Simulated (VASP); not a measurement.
Computed with G0W0 on PBE orbitals, VASP's PBE PAW potentials (set 64) (plane waves; VASP).

VASP ran on this input.

KPOINTS:
```
Automatic mesh
0
Gamma
6 6 6
0 0 0
```

INCAR:
```
# general
SYSTEM      = CdSe
PREC        = Normal
ENCUT       = 500
LREAL       = .False.
LASPH       = .True.
NBANDS      = 120

# electronic loop
ALGO        = EVGW0

# smearing
ISMEAR      = 0
SIGMA       = 0.01

# functional
GGA         = PE

# output
LWAVE       = .False.
LCHARG      = .False.

# other
NELMGW      = 1
NOMEGA      = 64
ENCUTGW     = 180
NBANDSGW    = 21
LSPECTRALGW = .True.
```

### POSCAR
```
CdSe
4.2779960
  0.0000000000   0.7071067855   0.7071067855
  0.7071067855   0.0000000000   0.7071067855
  0.7071067855   0.7071067855   0.0000000000
Cd Se
1 1
direct
  0.0000000000   0.0000000000   0.0000000000
  0.2500000000   0.2500000000   0.2500000000
```

POTCAR, in this order: Cd_sv_GW Se_GW (PBE.64 set). Program: vasp_std. Read from the step before: WAVECAR, WAVEDER.

Output of the run:

OSZICAR:
```
energies w=
    0.000    0.000    1.082    0.000    2.163    0.000    3.238    0.000
    4.308    0.000    5.368    0.000    6.419    0.000    7.458    0.000
    8.486    0.000    9.500    0.000   10.501    0.000   11.488    0.000
   12.462    0.000   13.424    0.000   14.374    0.000   15.312    0.000
   16.240    0.000   17.160    0.000   18.072    0.000   18.978    0.000
   19.879    0.000   20.777    0.000   21.675    0.000   22.572    0.000
   23.473    0.000   24.378    0.000   25.290    0.000   26.211    0.000
   27.144    0.000   28.091    0.000   29.055    0.000   30.039    0.000
   31.046    0.000   32.081    0.000   33.146    0.000   34.246    0.000
   35.387    0.000   36.573    0.000   37.811    0.000   39.108    0.000
   40.471    0.000   41.909    0.000   43.434    0.000   45.057    0.000
   46.792    0.000   48.655    0.000   50.667    0.000   52.850    0.000
   55.233    0.000   57.849    0.000   60.741    0.000   63.959    0.000
   67.569    0.000   71.651    0.000   76.312    0.000   81.688    0.000
   87.963    0.000   95.387    0.000  104.310    0.000  115.236    0.000
  128.920    0.000  146.544    0.000  170.073    0.000  203.028    0.000
NQ=   1    0.0000    0.0000    0.0000,
 performed        681000 updates of chi_q(r,r)
NQ=   2    0.1667    0.0000    0.0000,
 performed       1705000 updates of chi_q(r,r)
NQ=   3    0.3333    0.0000    0.0000,
 performed       2729000 updates of chi_q(r,r)
NQ=   4    0.5000    0.0000    0.0000,
 performed       3632000 updates of chi_q(r,r)
NQ=   5    0.1667    0.1667    0.0000,
 performed       4656000 updates of chi_q(r,r)
NQ=   6    0.3333    0.1667    0.0000,
 performed       6113000 updates of chi_q(r,r)
NQ=   7    0.5000    0.1667    0.0000,
 performed       7570000 updates of chi_q(r,r)
NQ=   8   -0.3333    0.1667    0.0000,
 performed       9027000 updates of chi_q(r,r)
NQ=   9   -0.1667    0.1667    0.0000,
 performed      10323000 updates of chi_q(r,r)
NQ=  10    0.3333    0.3333    0.0000,
 performed      11347000 updates of chi_q(r,r)
NQ=  11    0.5000    0.3333    0.0000,
 performed      12804000 updates of chi_q(r,r)
NQ=  12   -0.3333    0.3333    0.0000,
 performed      14100000 updates of chi_q(r,r)
NQ=  13    0.5000    0.5000    0.0000,
 performed      14932000 updates of chi_q(r,r)
NQ=  14    0.5000    0.3333    0.1667,
 performed      16540000 updates of chi_q(r,r)
NQ=  15   -0.3333    0.3333    0.1667,
 performed      18068000 updates of chi_q(r,r)
NQ=  16   -0.3333    0.5000    0.1667,
 performed      19369000 updates of chi_q(r,r)
 resolving degeneracies of screened two electron integrals
```

OUTCAR:
```


 k-point   1 :       0.0000    0.0000    0.0000
  band No.  KS-energies  QP-energies   sigma(KS)   V_xc(KS)     V^pw_x(r,r')   Z            occupation Imag(sigma)

      1     -99.2273    -104.0465     -39.3173     -32.0291     -55.4570       0.6612       2.0000       3.3441
      2     -60.2967     -63.6291     -35.6709     -31.0016     -48.9950       0.7137       2.0000       3.8038
      3     -60.2967     -63.6291     -35.6709     -31.0016     -48.9950       0.7137       2.0000       3.8038
      4     -60.2967     -63.6291     -35.6709     -31.0016     -48.9950       0.7137       2.0000       3.8038
      5     -10.2257     -11.1431     -13.8048     -12.5217     -19.8724       0.7150       2.0000       1.8078
      6      -5.5330      -7.0279     -26.1718     -24.1421     -31.8709       0.7365       2.0000       0.7435
      7      -5.5330      -7.0279     -26.1718     -24.1421     -31.8709       0.7365       2.0000       0.7435
      8      -5.5330      -7.0279     -26.1718     -24.1421     -31.8709       0.7365       2.0000       0.7435
      9      -5.1408      -6.6517     -27.3296     -25.2892     -33.0197       0.7405       2.0000       0.6579
     10      -5.1408      -6.6517     -27.3296     -25.2892     -33.0197       0.7405       2.0000       0.6579
     11       2.4561       1.7622     -14.9332     -14.0444     -16.4899       0.7808       2.0000       0.2994
     12       2.4561       1.7622     -14.9332     -14.0444     -16.4899       0.7808       2.0000       0.2994
     13       2.4561       1.7622     -14.9332     -14.0444     -16.4899       0.7808       2.0000       0.2994
     14       3.0852       3.4483     -10.0172     -10.4631      -6.9592       0.8142       0.0000      -0.2335
     15       8.3963       8.9219      -9.4050     -10.0568      -5.5241       0.8062       0.0000      -0.4120
     16       8.3963       8.9219      -9.4050     -10.0568      -5.5241       0.8062       0.0000      -0.4120
     17       8.3963       8.9219      -9.4050     -10.0568      -5.5241       0.8062       0.0000      -0.4120
     18      12.3027      12.7583      -8.2665      -8.8254      -3.5034       0.8153       0.0000      -0.6861
     19      13.5949      14.2395      -9.7352     -10.5335      -5.3124       0.8075       0.0000      -0.6446
     20      13.5949      14.2395      -9.7352     -10.5335      -5.3124       0.8075       0.0000      -0.6446
     21      14.5375      14.8343      -7.1400      -7.5025      -2.5237       0.8188       0.0000      -0.7801

 k-point   2 :       0.1667    0.0000    0.0000
  band No.  KS-energies  QP-energies   sigma(KS)   V_xc(KS)     V^pw_x(r,r')   Z            occupation Imag(sigma)

      1     -99.2273    -104.0515     -39.3173     -32.0290     -55.4570       0.6619       2.0000       3.3441
      2     -60.2967     -63.6225     -35.6710     -31.0015     -48.9946       0.7122       2.0000       3.8035
      3     -60.2967     -63.6225     -35.6710     -31.0015     -48.9946       0.7122       2.0000       3.8035
      4     -60.2967     -63.6225     -35.6710     -31.0015     -48.9946       0.7122       2.0000       3.8035
      5     -10.1297     -11.0406     -13.9703     -12.6963     -20.0130       0.7150       2.0000       1.7801
      6      -5.5030      -6.9983     -26.2592     -24.2302     -31.9613       0.7370       2.0000       0.7399
      7      -5.5030      -6.9983     -26.2592     -24.2302     -31.9613       0.7370       2.0000       0.7399
      8      -5.4432      -6.9366     -25.9978     -23.9779     -31.6535       0.7393       2.0000       0.7448
      9      -5.1418      -6.6507     -27.3209     -25.2808     -33.0124       0.7396       2.0000       0.6590
     10      -5.1418      -6.6507     -27.3209     -25.2808     -33.0124       0.7396       2.0000       0.6590
     11       0.7327      -0.0216     -13.9079     -12.9436     -15.5135       0.7822       2.0000       0.3657
     12       2.2398       1.5181     -14.7113     -13.7865     -16.3144       0.7804       2.0000       0.3120
     13       2.2398       1.5181     -14.7113     -13.7865     -16.3144       0.7804       2.0000       0.3120
     14       4.3950       4.7741     -10.5737     -11.0447      -7.5253       0.8050       0.0000      -0.2570
     15       8.1660       8.6421      -9.3994      -9.9900      -5.5393       0.8063       0.0000      -0.4160
     16       8.7258       9.2731      -9.5007     -10.1808      -5.5436       0.8048       0.0000      -0.4336
     17       8.7258       9.2731      -9.5007     -10.1808      -5.5436       0.8048       0.0000      -0.4336
     18      12.5952      13.0718      -8.8402      -9.4280      -4.5606       0.8110       0.0000      -0.5999
     19      12.5952      13.0718      -8.8402      -9.4280      -4.5606       0.8110       0.0000      -0.5999
     20      13.0008      13.3087      -7.4058      -7.7822      -2.8047       0.8180       0.0000      -0.6991
     21      14.4621      14.9121      -8.0628      -8.6115      -3.3018       0.8201       0.0000      -0.7938

 k-point   3 :       0.3333    0.0000    0.0000
  band No.  KS-energies  QP-energies   sigma(KS)   V_xc(KS)     V^pw_x(r,r')   Z            occupation Imag(sigma)

      1     -99.2272    -104.0563     -39.3173     -32.0290     -55.4570       0.6626       2.0000       3.3440
      2     -60.2968     -63.6115     -35.6713     -31.0013     -48.9940       0.7098       2.0000       3.8030
      3     -60.2968     -63.6115     -35.6713     -31.0013     -48.9940       0.7098       2.0000       3.8030
      4     -60.2968     -63.6115     -35.6713     -31.0013     -48.9940       0.7098       2.0000       3.8030
      5      -9.9347     -10.8366     -14.3834     -13.1231     -20.3775       0.7157       2.0000       1.7189
      6      -5.4527      -6.9492     -26.4006     -24.3713     -32.1034       0.7375       2.0000       0.7318
      7      -5.4527      -6.9492     -26.4006     -24.3713     -32.1034       0.7375       2.0000       0.7318
      8      -5.1307      -6.6293     -26.9182     -24.8983     -32.5811       0.7419       2.0000       0.6847
      9      -5.1307      -6.6293     -26.9182     -24.8983     -32.5811       0.7419       2.0000       0.6847
     10      -5.1307      -6.6293     -26.9182     -24.8983     -32.5811       0.7419       2.0000       0.6847
     11      -1.1245      -2.1096     -13.4211     -12.1488     -15.8068       0.7743       2.0000       0.5639
     12       1.8579       1.0902     -14.3351     -13.3485     -16.0290       0.7781       2.0000       0.3362
     13       1.8579       1.0902     -14.3351     -13.3485     -16.0290       0.7781       2.0000       0.3362
     14       4.8836       5.3526     -10.0252     -10.6060      -6.5888       0.8075       0.0000      -0.2984
     15       8.9736       9.5001      -9.4136     -10.0674      -5.4505       0.8053       0.0000      -0.4469
     16       8.9736       9.5001      -9.4136     -10.0674      -5.4505       0.8053       0.0000      -0.4469
     17       9.0513       9.5212      -9.2945      -9.8815      -5.1581       0.8005       0.0000      -0.5166
     18      12.3102      12.5650      -7.2484      -7.5602      -2.7756       0.8174       0.0000      -0.6469
     19      13.0233      13.5601      -9.0116      -9.6741      -4.5735       0.8104       0.0000      -0.6509
     20      13.0233      13.5601      -9.0116      -9.6741      -4.5735       0.8104       0.0000      -0.6509
     21      17.1517      17.9275      -9.0833     -10.0252      -3.9051       0.8236       0.0000      -1.0587

 k-point   4 :       0.5000    0.0000    0.0000
  band No.  KS-energies  QP-energies   sigma(KS)   V_xc(KS)     V^pw_x(r,r')   Z            occupation Imag(sigma)

      1     -99.2271    -104.0967     -39.3172     -32.0290     -55.4569       0.6681       2.0000       3.3440
      2     -60.2967     -63.6332     -35.6715     -31.0012     -48.9936       0.7144       2.0000       3.8027
      3     -60.2967     -63.6332     -35.6715     -31.0012     -48.9936       0.7144       2.0000       3.8027
      4     -60.2967     -63.6332     -35.6715     -31.0012     -48.9936       0.7144       2.0000       3.8027
      5      -9.8362     -10.7360     -14.6370     -13.3818     -20.6100       0.7168       2.0000       1.6853
      6      -5.4344      -6.9329     -26.4459     -24.4155     -32.1459       0.7380       2.0000       0.7275
      7      -5.4344      -6.9329     -26.4459     -24.4155     -32.1459       0.7380       2.0000       0.7275
      8      -5.1160      -6.6268     -27.4189     -25.3829     -33.1290       0.7421       2.0000       0.6623
      9      -5.1160      -6.6268     -27.4189     -25.3829     -33.1290       0.7421       2.0000       0.6623
     10      -4.8337      -6.2873     -26.8845     -24.9298     -32.5109       0.7436       2.0000       0.6959
     11      -2.0242      -3.0995     -12.2287     -10.8368     -14.8102       0.7725       2.0000       0.6829
     12       1.6849       0.8982     -14.1584     -13.1458     -15.8911       0.7769       2.0000       0.3474
     13       1.6849       0.8982     -14.1584     -13.1458     -15.8911       0.7769       2.0000       0.3474
     14       4.8635       5.3332      -9.9959     -10.5767      -6.5480       0.8088       0.0000      -0.2974
     15       8.9092       9.4066      -9.3190      -9.9356      -5.4128       0.8066       0.0000      -0.4395
     16       8.9092       9.4066      -9.3190      -9.9356      -5.4128       0.8066       0.0000      -0.4395
     17       9.9027      10.2900      -8.7153      -9.1997      -4.3950       0.7997       0.0000      -0.5972
     18      12.5164      12.8852      -7.7570      -8.2105      -3.1153       0.8132       0.0000      -0.6929
     19      14.5805      15.2532      -9.1662      -9.9956      -4.3581       0.8111       0.0000      -0.7816
     20      14.5805      15.2532      -9.1662      -9.9956      -4.3581       0.8111       0.0000      -0.7816
     21      15.5858      16.4359      -9.3475     -10.3807      -4.3913       0.8227       0.0000      -0.9106

 k-point   5 :       0.1667    0.1667    0.0000
  band No.  KS-energies  QP-energies   sigma(KS)   V_xc(KS)     V^pw_x(r,r')   Z            occupation Imag(sigma)

      1     -99.2272    -104.0613     -39.3172     -32.0290     -55.4570       0.6633       2.0000       3.3440
      2     -60.2966     -63.6328     -35.6711     -31.0015     -48.9945       0.7144       2.0000       3.8034
      3     -60.2966     -63.6328     -35.6711     -31.0015     -48.9945       0.7144       2.0000       3.8034
      4     -60.2966     -63.6328     -35.6711     -31.0015     -48.9945       0.7144       2.0000       3.8034
      5     -10.0980     -11.0070     -14.0272     -12.7559     -20.0616       0.7150       2.0000       1.7710
...
```
(Selected blocks of OUTCAR.)

The mesh is coarse and the basis finite, so the quasiparticle values are not converged. VASP warned that its frequency grid is unfit for quasiparticle energies.

The compound is CdSe in the zinc blende structure, whereas wurtzite is the usual form. The cell was not relaxed at this level.
